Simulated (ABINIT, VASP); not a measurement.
An input for ABINIT (PBEsol, norm-conserving pseudopotentials (PseudoDojo nc-sr-04 PBEsol standard)):

```
# BeS, PseudoDojo nc-sr-04 PBEsol standard
pp_dirpath "./"
pseudos "Be.upf, S.upf"
acell 6.5074798261 6.5074798261 6.5074798261
rprim
        -0.0000000000    0.7071067812    0.7071067812
         0.7071067812   -0.0000000000    0.7071067812
         0.7071067812    0.7071067812   -0.0000000000
natom 2
ntypat 2
znucl 4 16
typat 1 2
xcart
         0.0000000000    0.0000000000    0.0000000000
         1.2175000000    1.2175000000    1.2175000000
      Angstrom
ecut 44 Ha
ixc -116133
occopt 3
tsmear 0.02 eV
nband 10
kptopt 1
ngkpt 12 12 12
nshiftk 1
shiftk 0 0 0
nstep 80
tolvrs 1.0e-11
prtwf 0
prtden 0
```

### Question
Write the VASP files for the same calculation.

### Answer
One set of files that does it:

### KPOINTS
```
Automatic mesh
0
gamma
 12 12 12
0 0 0
```

INCAR:
```
LWAVE = .FALSE.
PREC = Accurate
ISMEAR = -1   # Fermi-Dirac
ALGO = Normal   # blocked Davidson
SIGMA = 0.02   # width (eV)
LCHARG = .FALSE.
GGA = PS   # PBEsol
ISIF = 2
LASPH = .TRUE.   # aspherical one-centre terms
SYSTEM = BeS
EDIFF = 1E-6
LREAL = .FALSE.   # projection in real space or not
NELM = 100   # most electronic steps
ENCUT = 300
```

File POSCAR:
```
BeS
2.4350
  0.0000000000   1.0000000000   1.0000000000
  1.0000000000   0.0000000000   1.0000000000
  1.0000000000   1.0000000000   0.0000000000
Be S
1 1
Direct
  0.0000000000   0.0000000000   0.0000000000
  0.2500000000   0.2500000000   0.2500000000
```

POTCAR, in this order: Be S (PBE.64 set). Program: vasp_std.

The two runs describe the same crystal, functional and task. Each code takes its own potentials, basis and convergence tests.

The structure is a typed BeS crystal (F-43m). The cell was not relaxed at this level, and it may have been scaled.
